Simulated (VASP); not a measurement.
Input for VASP

### POSCAR
```
CdHg3Te4
1
    6.6431124903     0.0000000000     0.0000000000
    0.0000000000     6.6431124903     0.0000000000
    0.0000000000     0.0000000000     6.6431124903
Hg Te Cd
3 4 1
Direct
  1.0000000000   0.0000000000   1.0000000000
  0.5000000000   0.5000000000   1.0000000000
  0.5000000000   0.0000000000   0.5000000000
  0.2496471210   0.2503528790   0.2503528790
  0.7503528790   0.7496471210   0.2503528790
  0.7503528790   0.2503528790   0.7496471210
  0.2496471210   0.7496471210   0.7496471210
  1.0000000000   0.5000000000   0.5000000000
```

INCAR:
```
ALGO  =  Normal
EDIFF  =  1E-6
ENCUT  =  400
GGA  =  PE
ISMEAR  =  0
LASPH  =  .TRUE.
LCHARG  =  .FALSE.
LMAXMIX  =  6
LREAL  =  .FALSE.
LWAVE  =  .TRUE.
NELM  =  100
PREC  =  Accurate
SIGMA  =  0.05
SYSTEM  =  CdHg3Te4
```

### KPOINTS
```
Regular mesh
0
gamma
4 4 4
0 0 0
```

POTCAR, in this order: Hg Te Cd (PBE.64 set). Program: vasp_std.

Question: Translate this PBE calculation to Quantum ESPRESSO's pw.x.

Answer: One equivalent input (not run):
```
&CONTROL
  calculation = 'scf'
  pseudo_dir = './pseudo'
  outdir = './out'
  tprnfor = .true.
  tstress = .true.
/
&SYSTEM
  ibrav = 0
  nat = 8
  ntyp = 3
  ecutwfc = 102
  occupations = 'smearing'
  smearing = 'gaussian'
  degauss = 0.003675
  input_dft = 'pbe'
/
&ELECTRONS
  conv_thr = 7.3e-08
  electron_maxstep = 100
/
ATOMIC_SPECIES
  Hg 200.592 Hg.upf
  Te 127.600 Te.upf
  Cd 112.414 Cd.upf
CELL_PARAMETERS angstrom
     6.6431125    0.0000000    0.0000000
     0.0000000    6.6431125    0.0000000
     0.0000000    0.0000000    6.6431125
ATOMIC_POSITIONS crystal
  Hg   1.0000000  0.0000000  1.0000000
  Hg   0.5000000  0.5000000  1.0000000
  Hg   0.5000000  0.0000000  0.5000000
  Te   0.2496471  0.2503529  0.2503529
  Te   0.7503529  0.7496471  0.2503529
  Te   0.7503529  0.2503529  0.7496471
  Te   0.2496471  0.7496471  0.7496471
  Cd   1.0000000  0.5000000  0.5000000
K_POINTS automatic
  4 4 4 0 0 0
```
Limits of the translation: the potentials are each code's own (VASP's PAW set, PseudoDojo norm-conserving files in pw.x), so ENCUT and ecutwfc are chosen apart and not converted; conv_thr bounds pw.x's estimated SCF error, while EDIFF bounds the energy change between steps.

The structure was generated: CdHg3Te4 was put into an ordered model structure (P-43m), which need not be its known phase. It was relaxed first, which changed the volume by +8 %.
